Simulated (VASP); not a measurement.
Data:

```xyz
3
Lattice="4.6284 0.0000 0.0000 -2.3142 4.0083 0.0000 0.0000 0.0000 2.7369" Properties=species:S:1:pos:R:3 pbc="T T T"
Ag     0.0000     0.0000     2.7369
Ag     0.0000     2.6722     1.3684
Ag     2.3142     1.3361     1.3684
```

Calculation: PBEsol GGA, VASP's PBE PAW potentials (set 64) (plane waves; VASP). Numerical set-up: 400 eV cut-off, Gaussian smearing of 0.050 eV, potentials Ag.

Task: Give the energies of bands 6 to 19 at the high-symmetry points, in eV from the Fermi level.

Result: 
```csv
band,Γ,M,K,A,L,H
6,-5.07,-5.51,-5.44,-4.58,-4.92,-5.38
7,-4.95,-4.95,-4.10,-4.58,-4.91,-4.83
8,-4.95,-4.78,-4.05,-4.49,-4.48,-4.83
9,-4.53,-4.41,-4.05,-4.49,-4.27,-4.19
10,-4.53,-3.84,-3.45,-4.24,-3.93,-4.19
11,-3.96,-3.79,-3.45,-3.32,-3.35,-4.10
12,-3.96,-3.18,-3.40,-3.32,-3.27,-2.89
13,-3.90,-3.16,-3.20,-3.08,-3.22,-2.86
14,-3.90,-3.15,-3.20,-3.08,-2.84,-2.60
15,-2.86,-3.13,-3.11,-2.38,-2.61,-2.60
16,-2.86,-2.82,-3.10,-0.33,0.81,0.90
17,4.53,-2.74,-3.10,0.36,0.94,2.48
18,4.53,-0.31,-3.00,6.98,3.55,2.48
19,4.53,3.92,8.33,7.53,3.68,4.06
```

It has no gap at this level: it comes out as a metal or semimetal.

The structure was generated: Ag was put into the omega type (P6/mmm), which need not be its known phase. It was relaxed first.
